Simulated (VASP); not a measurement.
# Re2C: structure and properties in VASP

What structure does Re2C take at this level, and what are its properties? The steps: full relaxation (r2SCAN), density, ELF and potential (r2SCAN), bands along the symmetry lines (r2SCAN), total and projected DOS (r2SCAN), volume scan with r2SCAN, fit for r2SCAN and optical spectrum (r2SCAN). The start is a computed cell from the Materials Project.

Program: VASP 6.6.1. Level of theory: r2SCAN; plane waves and PAW (Re, C). Results are calculated unless marked as measured.

## 1. Set-up

Before any relaxation, the start is as follows. Symmetry: P6_3/mmc, No. 194, hexagonal system. The conventional cell has a = 2.856 Å, b = 2.856 Å, c = 9.863 Å, α = 90.00°, β = 90.00°, γ = 120.00°. Nearest to Re lie 3 C at 2.16 Å. Nearest to C lie 6 Re at 2.16 Å. Farther neighbours are not listed.

## 2. Full relaxation (r2SCAN)

The start need not lie at this functional's minimum. ISIF = 3 frees volume, shape and positions, and EDIFFG sets the threshold on forces and stress at which the search stops. r2SCAN adds the kinetic-energy density, costs more than a GGA and is run with LASPH.

Contents of INCAR:

```
SYSTEM = Re2C
PREC = Accurate
ENCUT = 520
EDIFF = 1E-06
NELM = 100
ISMEAR = 0
SIGMA = 0.05
LREAL = .FALSE.
ALGO = Normal
METAGGA = R2SCAN
LASPH = .TRUE.
NBANDS = 24
LORBIT = 11
LWAVE = .FALSE.
LCHARG = .FALSE.
KPAR = 4
IBRION = 2
NSW = 60
ISIF = 3
EDIFFG = -0.01
```

Contents of POSCAR:

```
Re2C
1.0
    2.8557741595      0.0000000000      0.0000000000
   -1.4278870797      2.4731729696      0.0000000000
    0.0000000000      0.0000000000      9.8628597200
Re C
4 2
Direct
    0.3333333300      0.6666666700      0.6083498100
    0.6666666700      0.3333333300      0.1083498100
    0.6666666700      0.3333333300      0.3916501900
    0.3333333300      0.6666666700      0.8916501900
    0.3333333300      0.6666666700      0.2500000000
    0.6666666700      0.3333333300      0.7500000000
```

Contents of KPOINTS:

```
Automatic mesh
0
Gamma
9 9 3
0 0 0
```

PAW data sets: Re and C (PBE family, release 64).

Command:

```console
$ mpirun -np 4 vasp_std
```

The log of the run:

```text
[banner, memory and clock lines left out]
running    4 mpi-ranks, on    1 nodes
 distrk:  each k-point on    1 cores,    4 groups
 distr:  one band on    1 cores,    1 groups

 POSCAR found type information on POSCAR ReC
 POSCAR found :  2 types and       6 ions
|                                                                             |
|               ----> ADVICE to this user running VASP <----                  |
|                                                                             |
|     You enforced a specific xc type in the INCAR file but a different       |
|     [... a line on the potential file left out ...]
|     I HOPE YOU KNOW WHAT YOU ARE DOING!                                     |
|                                                                             |

 LDA part: xc-table for (None), standard interpolation
 POSCAR, INCAR and KPOINTS ok, starting setup
 FFT: planning ... GRIDC
 FFT: planning ... GRID_SOFT
 FFT: planning ... GRID
 WAVECAR not read
 entering main loop
       N       E                     dE             d eps       ncg     rms          rms(c)
DAV:   1     0.745948571214E+02    0.74595E+02   -0.17002E+04  2232   0.192E+03
DAV:   2    -0.199556633313E+03   -0.27415E+03   -0.25812E+03  2208   0.759E+02
DAV:   3    -0.232462279355E+03   -0.32906E+02   -0.31636E+02  2112   0.336E+02
DAV:   4    -0.237209573990E+03   -0.47473E+01   -0.44219E+01  2064   0.868E+01
DAV:   5    -0.237693424226E+03   -0.48385E+00   -0.47642E+00  2048   0.229E+01    0.673E+01
DAV:   6    -0.230287967233E+03    0.74055E+01   -0.29039E+01  2280   0.724E+01    0.235E+01
DAV:   7    -0.230027184596E+03    0.26078E+00   -0.48006E+00  1960   0.227E+01    0.101E+01
DAV:   8    -0.230024641800E+03    0.25428E-02   -0.50507E-01  1976   0.131E+01    0.793E-01
DAV:   9    -0.230005704580E+03    0.18937E-01   -0.13269E-01  2192   0.425E+00    0.323E-01
DAV:  10    -0.230007521756E+03   -0.18172E-02   -0.22330E-02  2064   0.207E+00    0.373E-01
DAV:  11    -0.230007114306E+03    0.40745E-03   -0.26704E-03  2112   0.848E-01    0.174E-01
DAV:  12    -0.230007203979E+03   -0.89673E-04   -0.19789E-03  2264   0.516E-01    0.656E-02
DAV:  13    -0.230007178512E+03    0.25466E-04   -0.10282E-04  1976   0.143E-01    0.839E-02
DAV:  14    -0.230007147670E+03    0.30842E-04   -0.11300E-04  2232   0.125E-01    0.159E-02
DAV:  15    -0.230007146661E+03    0.10098E-05   -0.23410E-05  1744   0.623E-02    0.570E-03
DAV:  16    -0.230007146577E+03    0.83260E-07   -0.36185E-06  1392   0.313E-02
   1 F= -.23000715E+03 E0= -.23000402E+03  d E =-.230007E+03
 curvature:   0.00 expect dE= 0.000E+00 dE for cont linesearch  0.000E+00
 trial: gam= 0.00000 g(F)=  0.691E-02 g(S)=  0.117E-01 ort = 0.000E+00 (trialstep = 0.100E+01)
 search vector abs. value=  0.186E-01
 bond charge predicted
       N       E                     dE             d eps       ncg     rms          rms(c)
DAV:   1    -0.229992828276E+03    0.14318E-01   -0.33183E+00  1728   0.664E+01    0.392E+00
DAV:   2    -0.229996712824E+03   -0.38845E-02   -0.86901E-02  2016   0.402E+00    0.165E+00
DAV:   3    -0.229993449153E+03    0.32637E-02   -0.99484E-03  2056   0.183E+00    0.141E-01
DAV:   4    -0.229993411743E+03    0.37410E-04   -0.11589E-03  2104   0.352E-01    0.429E-02
DAV:   5    -0.229993421584E+03   -0.98403E-05   -0.15067E-04  2048   0.168E-01    0.482E-02
DAV:   6    -0.229993425623E+03   -0.40393E-05   -0.19822E-05  1856   0.496E-02    0.415E-03
DAV:   7    -0.229993425402E+03    0.22106E-06   -0.14153E-06  1200   0.276E-02
   2 F= -.22999343E+03 E0= -.22999060E+03  d E =0.137212E-01
[...]
3 F= -.23000990E+03 E0= -.23000686E+03  d E =-.275178E-02
[...]
4 F= -.23000918E+03 E0= -.23000624E+03  d E =0.720953E-03
 trial-energy change:    0.000721  1 .order    0.000687   -0.001203    0.002576
 step:   0.2634(harm=  0.2733)  dis= 0.00090  next Energy=  -230.010082 (dE=-0.183E-03)
 bond charge predicted
       N       E                     dE             d eps       ncg     rms          rms(c)
DAV:   1    -0.230009729125E+03   -0.55224E-03   -0.85968E-02  1736   0.662E+00    0.468E-01
DAV:   2    -0.230010085538E+03   -0.35641E-03   -0.33560E-03  2008   0.811E-01    0.192E-01
DAV:   3    -0.230010075045E+03    0.10492E-04   -0.39633E-04  2048   0.373E-01    0.201E-02
DAV:   4    -0.230010078102E+03   -0.30563E-05   -0.43185E-05  1896   0.808E-02    0.210E-02
DAV:   5    -0.230010079922E+03   -0.18198E-05   -0.64006E-06  1416   0.369E-02    0.160E-02
DAV:   6    -0.230010079069E+03    0.85293E-06   -0.89716E-07  1120   0.346E-02
   5 F= -.23001008E+03 E0= -.23000707E+03  d E =-.180710E-03
 curvature:  -0.15 expect dE=-0.105E-05 dE for cont linesearch -0.286E-06
 trial: gam=-0.04802 g(F)=  0.247E-07 g(S)=  0.708E-05 ort = 0.541E-04 (trialstep = 0.740E+00)
 search vector abs. value=  0.541E-05
 reached required accuracy - stopping structural energy minimisation
```

Wall time 85 s (4 MPI ranks of Intel Xeon 6975P-C (Granite Rapids), shared host); peak memory 0.99 GiB.

Lines that name or quote the potential files are left out of all logs, and their timing lines are given in words.

From OUTCAR (step 2):

```text
ion  position               nearest neighbor table
   1  0.333  0.667  0.608-   6 2.16   6 2.16   6 2.16   3 2.70   3 2.70   3 2.70   4 2.79
   2  0.667  0.333  0.108-   5 2.16   5 2.16   5 2.16   4 2.70   4 2.70   4 2.70   3 2.79
   3  0.667  0.333  0.392-   5 2.16   5 2.16   5 2.16   1 2.70   1 2.70   1 2.70   2 2.79
   4  0.333  0.667  0.892-   6 2.16   6 2.16   6 2.16   2 2.70   2 2.70   2 2.70   1 2.79
   5  0.333  0.667  0.250-   2 2.16   3 2.16   2 2.16   3 2.16   2 2.16   3 2.16
   6  0.667  0.333  0.750-   1 2.16   4 2.16   1 2.16   4 2.16   1 2.16   4 2.16

  LATTYP: Found a hexagonal cell.
 ALAT       =     2.8557741595
 C/A-ratio  =     3.4536553555

 Subroutine GETGRP returns: Found 24 space group operations
 (whereof 12 operations were pure point group operations)

The static configuration has the point symmetry D_3d.
 The point group associated with its full space group is D_6h.

 Found     24 irreducible k-points:

   k-points           NKPTS =     24   k-points in BZ     NKDIM =     24   number of bands    NBANDS=     24

   dimension x,y,z NGX =    24 NGY =   24 NGZ =   80
   dimension x,y,z NGXF=    48 NGYF=   48 NGZF=  160

   ENCUT  =  520.0 eV  38.22 Ry    6.18 a.u.   5.31  5.31 18.34*2*pi/ulx,y,z

   NELECT =      36.0000    total number of electrons

 k-points in reciprocal lattice and weights: Automatic mesh
   0.00000000  0.00000000  0.00000000       0.004
   0.11111111  0.00000000  0.00000000       0.025
   0.22222222  0.00000000  0.00000000       0.025
   0.33333333  0.00000000  0.00000000       0.025
   0.44444444  0.00000000  0.00000000       0.025
   0.11111111  0.11111111  0.00000000       0.025
   0.22222222  0.11111111  0.00000000       0.049
   0.33333333  0.11111111  0.00000000       0.049
   0.44444444  0.11111111  0.00000000       0.025
[...]
0.33333333  0.22222222  0.33333333       0.099
   0.33333333  0.33333333  0.33333333       0.016

 average (electrostatic) potential at core
       1 -44.5398       2 -44.5398       3 -44.5398       4 -44.5398       5 -48.8474
       6 -48.8474

 E-fermi :   8.6653

 k-point     1 :       0.0000    0.0000    0.0000
  band No.  band energies     occupation
    ...
     14       6.5488      2.00000
     15       6.5488      2.00000
     16       6.6672      2.00000
     17       6.6672      2.00000
     18       6.7335      2.00000
     19       9.0126      0.00000
     20       9.0643      0.00000
     21       9.0643      0.00000
     22       9.2101      0.00000
     23       9.2101      0.00000
    ...

 k-point     2 :       0.1111    0.0000    0.0000
  band No.  band energies     occupation
    ...
     15       6.5038      2.00000
     16       6.6170      2.00000
     17       6.6517      2.00000
     18       6.9963      2.00000
     19       7.5435      2.00000
     20       9.0547      0.00000
     21       9.0686      0.00000
     22       9.4566      0.00000
     23      10.2970      0.00000
     24      10.7351      0.00000

 k-point     3 :       0.2222    0.0000    0.0000
  band No.  band energies     occupation
    ...
     15       6.0431      2.00000
     16       6.5697      2.00000
     17       7.1975      2.00000
     18       7.3781      2.00000
     19       7.9298      2.00000
     20       9.1779      0.00000
     21       9.3076      0.00000
     22      10.0436      0.00000
     23      10.6572      0.00000
     24      11.4192      0.00000

  Total        0.0152822      0.0152822      0.0203319      0.0000000      0.0000000      0.0000000
  in kB        0.3529234      0.3529234      0.4695410      0.0000000      0.0000000      0.0000000
  external PRESSURE =       0.3917959 kB  Pullay stress =       0.0000000 kB

  energy-cutoff  :      520.00
  volume of cell :       69.38
      direct lattice vectors                 reciprocal lattice vectors
     2.850492642 -0.000000000 -0.000000000     0.350816552  0.202544031  0.000000000
    -1.425246321  2.468599041  0.000000000     0.000000000  0.405088061  0.000000000
     0.000000000 -0.000000000  9.859258485     0.000000000 -0.000000000  0.101427506

 POSITION                                       TOTAL-FORCE (eV/Angst)
 -----------------------------------------------------------------------------------
     -0.00000      1.64573      5.99432         0.000000     -0.000000     -0.000358
      1.42525      0.82287      1.06469        -0.000000     -0.000000     -0.000358
      1.42525      0.82287      3.86494        -0.000000      0.000000      0.000358
     -0.00000      1.64573      8.79457         0.000000     -0.000000      0.000358
     -0.00000      1.64573      2.46481         0.000000      0.000000      0.000000
      1.42525      0.82287      7.39444        -0.000000     -0.000000      0.000000
 -----------------------------------------------------------------------------------
    total drift:                               -0.000001      0.000001     -0.000000

  FREE ENERGIE OF THE ION-ELECTRON SYSTEM (eV)
  ---------------------------------------------------
  free  energy   TOTEN  =      -230.0100790686 eV

  energy  without entropy=     -230.0040696989  energy(sigma->0) =     -230.00707438

 reached required accuracy - stopping structural energy minimisation

 total charge
# of ion       s       p       d       tot
------------------------------------------
    1        0.581   0.764   4.894   6.239
    2        0.581   0.764   4.894   6.239
    3        0.581   0.764   4.894   6.239
    4        0.581   0.764   4.894   6.239
    5        0.874   1.529   0.000   2.403
    6        0.874   1.529   0.000   2.403
--------------------------------------------------
tot          4.073   6.112  19.575  29.760

[... 3 further parts left out ...]
```

CONTCAR:

```
Re2C
   1.00000000000000
     2.8504926418183576   -0.0000000000001068   -0.0000000000000000
    -1.4252463208593638    2.4685990411172041    0.0000000000000000
     0.0000000000000000   -0.0000000000000000    9.8592584849187617
  Re              C
     4     2
Direct
     0.3333333300000021    0.6666666699999979    0.6079885392075659
     0.6666666699999979    0.3333333300000021    0.1079885392075658
     0.6666666699999979    0.3333333300000021    0.3920114607924342
     0.3333333300000021    0.6666666699999979    0.8920114607924341
     0.3333333300000021    0.6666666699999979    0.2500000000000000
     0.6666666699999979    0.3333333300000021    0.7500000000000000
```

The k-mesh is coarse for a metal. The PAW data sets were made with PBE, which is usual practice but a small mismatch for other functionals. The data set Re keeps the semicore shell frozen, which is cheaper and a little less accurate. The run keeps the 24 symmetry operations of its start, so it cannot find a distortion of lower symmetry.

Relaxation path:

| step | energy less that of the first step (eV) | largest force (eV/Å) | pressure (GPa) | volume (Å³) |
| --- | --- | --- | --- | --- |
| 1 | 0.0000 | 0.1893 | -1.54 | 69.66 |
| 2 | 0.0137 | 0.2947 | 5.18 | 68.54 |
| 3 | -0.0028 | 0.0548 | 0.37 | 69.33 |
| 4 | -0.0020 | 0.1218 | -0.73 | 69.48 |
| 5 | -0.0029 | 0.0004 | 0.04 | 69.38 |

| conventional cell, symmetrised | before | after | change |
| --- | --- | --- | --- |
| a (Å) | 2.856 | 2.850 | -0.2 % |
| b (Å) | 2.856 | 2.850 | -0.2 % |
| c (Å) | 9.863 | 9.859 | -0.0 % |
| volume (Å³/atom) | 11.61 | 11.56 | -0.4 % |

Final coordinates:

```cif
data_structure
_symmetry_space_group_name_H-M 'P 1'
_symmetry_Int_Tables_number 1
_cell_length_a 2.8505
_cell_length_b 2.8505
_cell_length_c 9.8593
_cell_angle_alpha 90.000
_cell_angle_beta 90.000
_cell_angle_gamma 120.000
_cell_volume 69.38
loop_
_atom_site_label
_atom_site_type_symbol
_atom_site_fract_x
_atom_site_fract_y
_atom_site_fract_z
_atom_site_occupancy
Re1 Re 0.33333 0.66667 0.60799 1
Re2 Re 0.66667 0.33333 0.10799 1
Re3 Re 0.66667 0.33333 0.39201 1
Re4 Re 0.33333 0.66667 0.89201 1
C5 C 0.33333 0.66667 0.25000 1
C6 C 0.66667 0.33333 0.75000 1
```

This step gave:

```yaml
electrons: 36
bands: 24
irreducible_k_points: 24
symmetry_operations: 24
free_energy_toten: -230.0101 eV
energy_at_zero_smearing: -230.0071 eV
fermi_energy: 8.665 eV
pressure: 0.03918 GPa
metallic: yes
scf_cycles_over_all_ionic_steps: 42
```

It ends with forces under 0.001 eV/Å and a pressure of 0.04 GPa.

[end of part 1 of 5]

[Lines on the potential files, build, host, timing and source positions are cut from VASP's logs without a mark.]

[Logs are printed without paths, hosts, clocks, repeated set-up lines and the standing remarks that a program may print on its own settings, such as how far it seeks lower states.]

[Hosts, paths, dates, database ids (printed as entryN), source tags and the programs' standing remarks are cut or masked in the printed files.]

[A measured line is paired with the nearest computed mode of its activity, which favours agreement.]
